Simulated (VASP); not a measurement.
# As2CN with TPSS + D4: from relaxation to properties, part 5 of 5

What structure does As2CN take at this level, and what are its properties? The cell is invented: it takes the structure of a Materials Project entry for GeAs3 (space group 160 there), with some of its atoms replaced by other elements, volume scaled by an estimate. It may not be a known or stable phase. Left out of this account: 1 further run (core levels: core levels are not valid at this level). The atoms of the start are displaced at random from the sites of a R3m cell.

VASP 6.6.1; TPSS with D4; plane waves and PAW (As, N, C); invented cell.

Still holding for the runs below: This run has no spin polarisation. Its electron count is odd, so without a moment it is a metal by construction. The k-mesh is coarse for a metal.

So far. Step 10 (Volume scan with TPSS + D4 (run 3)): The pressure falls from 6.32 to 3.01 GPa. Step 10 (Volume scan with TPSS + D4 (run 3)): The run ends at a pressure of 3.01 GPa, with forces up to 0.15 eV/Å.

## Step 11: Volume scan with TPSS + D4 (run 4)

The input, INCAR:

```
SYSTEM = As2CN
PREC = Accurate
ENCUT = 520
EDIFF = 1E-06
NELM = 100
ISMEAR = -1
SIGMA = 0.05
LREAL = .FALSE.
ALGO = Normal
METAGGA = TPSS
IVDW = 13
LASPH = .TRUE.
NBANDS = 15
LORBIT = 11
LWAVE = .FALSE.
LCHARG = .FALSE.
KPAR = 2
ISIF = 2
```

The input, POSCAR:

```
As2CN
1.0
    2.6557458257     -1.5346914088     -0.0000752317
    2.6557458257      1.5346914088     -0.0000752317
   -1.7871769725      0.0000000000      6.4157966608
As N C
2 1 1
Direct
    0.8953610109      0.8953610109      0.6923405410
    0.0946478117      0.0946478117      0.2949754252
    0.6083398086      0.6083398086      0.8299976391
    0.3905851417      0.3905851417      0.1833873947
```

The input, KPOINTS:

```
Automatic mesh
0
Gamma
7 7 3
0 0 0
```

The projector-augmented-wave data sets are As, N and C (PBE family, release 64).

Run with:

```console
mpirun -np 2 vasp_std
```

Output:

```text
[... set-up lines as in an earlier step ...]
 entering main loop
       N       E                     dE             d eps       ncg     rms          rms(c)
DAV:   1     0.924082921199E+02    0.92408E+02   -0.92770E+03  1320   0.128E+03
DAV:   2    -0.298126688347E+02   -0.12222E+03   -0.11531E+03  1908   0.306E+02
DAV:   3    -0.381550745606E+02   -0.83424E+01   -0.81541E+01  1915   0.783E+01
DAV:   4    -0.383341950597E+02   -0.17912E+00   -0.17859E+00  1841   0.133E+01
[...]
DAV:  13    -0.422942322018E+02   -0.14006E-04   -0.49378E-05  1796   0.506E-02    0.819E-03
DAV:  14    -0.422942350050E+02   -0.28032E-05   -0.57094E-06  1670   0.206E-02    0.377E-03
DAV:  15    -0.422942352216E+02   -0.21661E-06   -0.12331E-06  1101   0.906E-03
   1 F= -.44250502E+02 E0= -.44245159E+02  d E =-.106857E-01
```

The job ended after 35 s (2 MPI ranks of Intel Xeon 6975P-C (Granite Rapids), shared host; peak memory 0.37 GiB).

From OUTCAR (step 11):

```text
  Edisp (eV):   -1.95627

  Total       0.01212     0.01638     0.01736     0.00000     0.00000     0.00021
  in kB       0.37129     0.50178     0.53171     0.00000     0.00000     0.00638
  external pressure =        0.47 kB  Pullay stress =        0.00 kB

 POSITION                                       TOTAL-FORCE (eV/Angst)
 -----------------------------------------------------------------------------------
      3.51837      0.00000      4.44178        -0.001137      0.000000     -0.005249
     -0.02445      0.00000      1.89249         0.002268      0.000000      0.001536
      1.74784      0.00000      5.32500        -0.003617      0.000000      0.005179
      1.74684      0.00000      1.17652         0.002486      0.000000     -0.001466
 -----------------------------------------------------------------------------------
    total drift:                               -0.000012     -0.000000     -0.000167

  FREE ENERGIE OF THE ION-ELECTRON SYSTEM (eV)
  ---------------------------------------------------
  free  energy   TOTEN  =       -44.2505019467 eV

  energy  without entropy=      -44.2398162488  energy(sigma->0) =      -44.24515910

[... 2 parts as in an earlier step ...]

[... 1 further part left out ...]
[key lines of the parts left out:]
E-fermi :   6.4341
```

The pressure falls from 3.01 to 0.05 GPa.

The run ends at a pressure of 0.05 GPa, with forces up to 0.0063 eV/Å.

## Step 12: Volume scan with TPSS + D4 (run 5)

INCAR is that of step 11.

The input, POSCAR:

```
As2CN
1.0
    2.6733340590     -1.5448552243     -0.0000757299
    2.6733340590      1.5448552243     -0.0000757299
   -1.7990129265      0.0000000000      6.4582866187
As N C
2 1 1
Direct
    0.8953610109      0.8953610109      0.6923405410
    0.0946478117      0.0946478117      0.2949754252
    0.6083398086      0.6083398086      0.8299976391
    0.3905851417      0.3905851417      0.1833873947
```

KPOINTS is that of step 11.

Run with:

```console
mpirun -np 2 vasp_std
```

Output:

```text
[... set-up lines as in an earlier step ...]
 entering main loop
       N       E                     dE             d eps       ncg     rms          rms(c)
DAV:   1     0.914426860633E+02    0.91443E+02   -0.92938E+03  1320   0.127E+03
DAV:   2    -0.303065556905E+02   -0.12175E+03   -0.11572E+03  1946   0.306E+02
DAV:   3    -0.386560916023E+02   -0.83495E+01   -0.82363E+01  1896   0.773E+01
DAV:   4    -0.388171657138E+02   -0.16107E+00   -0.16058E+00  1811   0.125E+01
[...]
DAV:  13    -0.423253940038E+02   -0.16940E-04   -0.51709E-05  1859   0.520E-02    0.835E-03
DAV:  14    -0.423253972863E+02   -0.32825E-05   -0.60167E-06  1614   0.211E-02    0.431E-03
DAV:  15    -0.423253975313E+02   -0.24497E-06   -0.14430E-06  1171   0.971E-03
   1 F= -.44242340E+02 E0= -.44236833E+02  d E =-.110151E-01
```

Run time: 42 s. Hardware: 2 MPI ranks; peak memory 0.36 GiB; 82 s of CPU time.

From OUTCAR (step 12):

```text
  Edisp (eV):   -1.91694

  Total      -1.07843    -1.07069    -0.45894     0.00000     0.00000     0.00184
  in kB     -32.39041   -32.15790   -13.78427     0.00000     0.00000     0.05536
  external pressure =      -26.11 kB  Pullay stress =        0.00 kB

 POSITION                                       TOTAL-FORCE (eV/Angst)
 -----------------------------------------------------------------------------------
      3.54167      0.00000      4.47120        -0.000801      0.000000      0.128148
     -0.02461      0.00000      1.90502         0.001932      0.000000     -0.095259
      1.75941      0.00000      5.36027        -0.003732      0.000000     -0.130229
      1.75841      0.00000      1.18431         0.002600      0.000000      0.097340
 -----------------------------------------------------------------------------------
    total drift:                                0.000001     -0.000000     -0.000100

  FREE ENERGIE OF THE ION-ELECTRON SYSTEM (eV)
  ---------------------------------------------------
  free  energy   TOTEN  =       -44.2423402751 eV

  energy  without entropy=      -44.2313251634  energy(sigma->0) =      -44.23683272

[... 1 part as in an earlier step ...]

[... 2 further parts left out ...]
[key lines of the parts left out:]
E-fermi :   6.1982
```

The pressure falls from 0.05 to -2.61 GPa.

The run ends at a pressure of -2.61 GPa, with forces up to 0.13 eV/Å.

## Step 13: Volume scan with TPSS + D4 (run 6)

INCAR is that of step 12.

The input, POSCAR:

```
As2CN
1.0
    2.6906938575     -1.5548870328     -0.0000762217
    2.6906938575      1.5548870328     -0.0000762217
   -1.8106951560      0.0000000000      6.5002247199
As N C
2 1 1
Direct
    0.8953610109      0.8953610109      0.6923405410
    0.0946478117      0.0946478117      0.2949754252
    0.6083398086      0.6083398086      0.8299976391
    0.3905851417      0.3905851417      0.1833873947
```

KPOINTS is that of step 12.

Run with:

```console
mpirun -np 2 vasp_std
```

Output:

```text
[... set-up lines as in an earlier step ...]
 entering main loop
       N       E                     dE             d eps       ncg     rms          rms(c)
DAV:   1     0.882330986085E+02    0.88233E+02   -0.92387E+03  1320   0.126E+03
DAV:   2    -0.310153117968E+02   -0.11925E+03   -0.11286E+03  1907   0.302E+02
DAV:   3    -0.390818268367E+02   -0.80665E+01   -0.79670E+01  1924   0.756E+01
DAV:   4    -0.392316626708E+02   -0.14984E+00   -0.14948E+00  1800   0.121E+01
[...]
DAV:  13    -0.423387269988E+02   -0.20019E-04   -0.54410E-05  1838   0.541E-02    0.851E-03
DAV:  14    -0.423387306121E+02   -0.36133E-05   -0.64099E-06  1621   0.220E-02    0.487E-03
DAV:  15    -0.423387308788E+02   -0.26674E-06   -0.17460E-06  1185   0.105E-02
   1 F= -.44217735E+02 E0= -.44212038E+02  d E =-.113941E-01
```

Run time: 39 s. Hardware: 2 MPI ranks; peak memory 0.36 GiB.

OUTCAR, selected parts (step 13):

```text
  Edisp (eV):   -1.87900

  Total      -2.09611    -2.08606    -0.90257     0.00000     0.00000     0.00278
  in kB     -61.74578   -61.44977   -26.58727     0.00000     0.00000     0.08193
  external pressure =      -49.93 kB  Pullay stress =        0.00 kB

 POSITION                                       TOTAL-FORCE (eV/Angst)
 -----------------------------------------------------------------------------------
      3.56467      0.00000      4.50023        -0.000217      0.000000      0.251839
     -0.02477      0.00000      1.91739         0.001301      0.000000     -0.182147
      1.77084      0.00000      5.39508        -0.003746      0.000000     -0.257451
      1.76983      0.00000      1.19200         0.002663      0.000000      0.187758
 -----------------------------------------------------------------------------------
    total drift:                               -0.000037     -0.000000     -0.000192

  FREE ENERGIE OF THE ION-ELECTRON SYSTEM (eV)
  ---------------------------------------------------
  free  energy   TOTEN  =       -44.2177347385 eV

  energy  without entropy=      -44.2063406781  energy(sigma->0) =      -44.21203771

[... 1 part as in an earlier step ...]

[... 2 further parts left out ...]
[key lines of the parts left out:]
E-fermi :   5.9706
```

The pressure falls from -2.61 to -4.99 GPa.

The run ends at a pressure of -4.99 GPa, with forces up to 0.26 eV/Å.

## Step 14: Volume scan with TPSS + D4 (run 7)

A prediction first. A parabola through the 6 pressures of evenly scaled cells so far, P = 0.04 -140.9 t +326 t² GPa with t = ln(V/V₁) and V₁ the volume at scale 1, gives -7.06 GPa at t = +0.0583.

INCAR is that of step 13.

The input, POSCAR:

```
As2CN
1.0
    2.7078324970     -1.5647910389     -0.0000767072
    2.7078324970      1.5647910389     -0.0000767072
   -1.8222285571      0.0000000000      6.5416285414
As N C
2 1 1
Direct
    0.8953610109      0.8953610109      0.6923405410
    0.0946478117      0.0946478117      0.2949754252
    0.6083398086      0.6083398086      0.8299976391
    0.3905851417      0.3905851417      0.1833873947
```

KPOINTS is that of step 13.

Run with:

```console
mpirun -np 2 vasp_std
```

Output:

```text
[... set-up lines as in an earlier step ...]
 entering main loop
       N       E                     dE             d eps       ncg     rms          rms(c)
DAV:   1     0.843652608536E+02    0.84365E+02   -0.89902E+03  1320   0.122E+03
DAV:   2    -0.312611826995E+02   -0.11563E+03   -0.11008E+03  1894   0.297E+02
DAV:   3    -0.392129517520E+02   -0.79518E+01   -0.78172E+01  1901   0.744E+01
DAV:   4    -0.393700201347E+02   -0.15707E+00   -0.15663E+00  1827   0.123E+01
[...]
DAV:  13    -0.423360077800E+02   -0.22190E-04   -0.52005E-05  1831   0.540E-02    0.836E-03
DAV:  14    -0.423360117716E+02   -0.39916E-05   -0.64905E-06  1614   0.224E-02    0.498E-03
DAV:  15    -0.423360120202E+02   -0.24863E-06   -0.17213E-06  1227   0.104E-02
   1 F= -.44178392E+02 E0= -.44172482E+02  d E =-.118211E-01
```

Wall time 40 s (2 MPI ranks); peak memory 0.38 GiB; 78 s of CPU time.

From OUTCAR (step 14):

```text
  Edisp (eV):   -1.84238

  Total      -3.04518    -3.03470    -1.31564     0.00000     0.00000     0.00321
  in kB     -88.01017   -87.70721   -38.02389     0.00000     0.00000     0.09281
  external pressure =      -71.25 kB  Pullay stress =        0.00 kB

 POSITION                                       TOTAL-FORCE (eV/Angst)
 -----------------------------------------------------------------------------------
      3.58737      0.00000      4.52890        -0.000446      0.000000      0.367181
     -0.02493      0.00000      1.92961         0.001523      0.000000     -0.260404
      1.78212      0.00000      5.42944        -0.003780      0.000000     -0.377310
      1.78110      0.00000      1.19959         0.002702      0.000000      0.270533
 -----------------------------------------------------------------------------------
    total drift:                                0.000007     -0.000000     -0.000232

  FREE ENERGIE OF THE ION-ELECTRON SYSTEM (eV)
  ---------------------------------------------------
  free  energy   TOTEN  =       -44.1783923751 eV

  energy  without entropy=      -44.1665712598  energy(sigma->0) =      -44.17248182

[... 1 part as in an earlier step ...]

[... 2 further parts left out ...]
[key lines of the parts left out:]
E-fermi :   5.7511
```

The pressure falls from -4.99 to -7.12 GPa. The parabola predicted -7.06 GPa, +0.06 GPa off.

## Step 15: The series together

Times are for 2 MPI ranks of Intel Xeon 6975P-C (Granite Rapids), shared host. The runs compared:

| no. | volume scale | energy above the lowest point (meV/atom) | pressure (GPa) | time | memory (GiB) |
| --- | --- | --- | --- | --- | --- |
| 1 | 0.94 | 23.51 | 10.02 | 35 s | 0.36 |
| 2 | 0.96 | 10.15 | 6.325 | 33 s | 0.36 |
| 3 | 0.98 | 2.51 | 3.014 | 34 s | 0.36 |
| 4 | 1 | 0 | 0.04683 | 35 s | 0.37 |
| 5 | 1.02 | 2.08 | -2.611 | 42 s | 0.36 |
| 6 | 1.04 | 8.28 | -4.993 | 39 s | 0.36 |
| 7 | 1.06 | 18.17 | -7.125 | 40 s | 0.38 |

## Step 16: Fit for TPSS + D4

This step: Birch-Murnaghan fit, TPSS with D4; plane waves and PAW; invented cell (VASP 6.6.1).

This step runs nothing: it gathers the runs above.

This step gave:

| Property | Result |
| --- | --- |
| pressure derivative of the bulk modulus | 4.481 |
| r.m.s. error of the fit | 1.46e-6 eV/atom |
| minimum inside the sampled range | yes |
| bulk modulus | 140.2 GPa |
| equilibrium volume of the fit | 13.08 Å³/atom |

Table of energy above the fitted minimum by volume:

| volume (Å³/atom) | energy above the fitted minimum (eV/atom) |
| --- | --- |
| 12.290 | 0.0235 |
| 12.552 | 0.0102 |
| 12.813 | 0.00251 |
| 13.075 | 2.1e-6 |
| 13.336 | 0.00208 |
| 13.598 | 0.00828 |
| 13.859 | 0.0182 |

The fitted volume lies +0.06 % from the relaxed one. The atoms bear forces along the scan, since they were held; freeing them would lower the modulus.

## Step 17: Results

```yaml
relaxed_volume: 13.07 Å³/atom
relaxed_conventional_cell_a_b_c: 5.311, 3.069, 6.660 Å; angles 90.0, 105.6, 90.0°
space_group_after_relaxing_within_0p02_a: Cm (No. 8)
band_gap: none, a metal
dos_at_the_fermi_level: 0.881 states/eV/cell
bulk_modulus_from_the_fit: 140 GPa
volume_from_the_fit: 13.1 Å³/atom
```

What this shows: With TPSS + D4, As2CN relaxes to 13.07 Å³/atom in space group Cm, comes out as a metal and has a bulk modulus of 140 GPa at fixed shape and positions, an upper bound. Bands along the symmetry lines (TPSS + D4): Of the bands kept, 1 crosses the Fermi level on this path. Spin-orbit coupling is left out; it would split some degenerate bands. The k-sampling is coarse for a metal, so the Fermi level, pressures and the shape of the cell carry errors. With an odd electron count and no spin the cell is a metal by construction. No search among competing phases was made. All values are for a static lattice at zero temperature.

[Lines on the potential files, build, host, timing and source positions are cut from VASP's logs without a mark.]

[Logs are printed without paths, hosts, clocks, repeated set-up lines and the standing remarks that a program may print on its own settings, such as how far it seeks lower states.]

[Hosts, paths, dates, database ids (printed as entryN), source tags and the programs' standing remarks are cut or masked in the printed files.]

[A measured line is paired with the nearest computed mode of its activity, which favours agreement.]
